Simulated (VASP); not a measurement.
Set up this calculation in VASP 6.6.1, as the native input.

```
Task                   : relaxation of cell and atoms
Functional             : PBE
Dispersion             : D3(BJ)
Potentials or basis    : VASP PAW PBE potentials, release 64 (C)
Cutoff                 : 520 eV
k mesh                 : 15 × 15 × 6
Occupations            : gaussian, width 0.02 eV
Spin                   : no spin polarisation
Further INCAR settings : ALGO = Fast; EDIFF = 1e-07; IBRION = 2; EDIFFG = -0.002; NSW = 80; ISIF = 3
```

The structure of C lies in POSCAR:

```
C
1.0
    2.4560000000      0.0000000000      0.0000000000
   -1.2280000000      2.1269583900      0.0000000000
    0.0000000000      0.0000000000      6.6960000000
C
4
Direct
    0.0000000000      0.0000000000      0.7500000000
    0.0000000000      0.0000000000      0.2500000000
    0.3333333300      0.6666666700      0.7500000000
    0.6666666700      0.3333333300      0.2500000000
```

The input as run:

INCAR

```
PREC     = Accurate       # precision mode
ENCUT    = 520            # plane-wave cutoff, eV
EDIFF    = 1E-7           # SCF threshold, eV
ISMEAR   = 0              # smearing method
SIGMA    = 0.02           # smearing width, eV
LREAL    = False          # projectors in reciprocal space
LASPH    = True           # aspherical terms in the spheres
NELM     = 80             # most SCF steps
ALGO     = Fast           # electronic algorithm
ISIF     = 3              # what is computed and relaxed
LWAVE    = False          # write WAVECAR
LCHARG   = False          # write CHGCAR
GGA      = PE             # functional
IVDW     = 12             # dispersion correction
IBRION   = 2              # ionic algorithm
NSW      = 80             # ionic steps
EDIFFG   = -0.002         # ionic threshold
```

KPOINTS

```
regular mesh
0
Gamma
  15 15 6
```

Potentials or basis: VASP PAW PBE potentials, release 64 (C).

Command:

```bash
$ cat potpaw_PBE.64/C/POTCAR > POTCAR
$ mpirun -np 1 vasp_std > vasp.out
```

Results of the run:

```
Relaxed volume                         : 8.84 Å³/atom
Relaxed cell                           : a = 2.466 Å, b = 2.466 Å, c = 6.713 Å, α = 90.00°, β = 90.00°, γ = 120.00°
Space group after relaxing (to 0.05 Å) : P6_3/mmc (No. 194)
Energy gained by relaxing              : 1.3 meV/atom
Ionic steps                            : 7
Pressure after relaxing                : 0.0 GPa
Band gap on the k mesh                 : none (metal or under the smearing width)
Dispersion energy per atom             : -0.156 eV
```

It took 65 s on 1 thread of Intel(R) Xeon(R) 6975P-C (Granite Rapids), with other jobs on the host, peak memory 0.18 GiB.
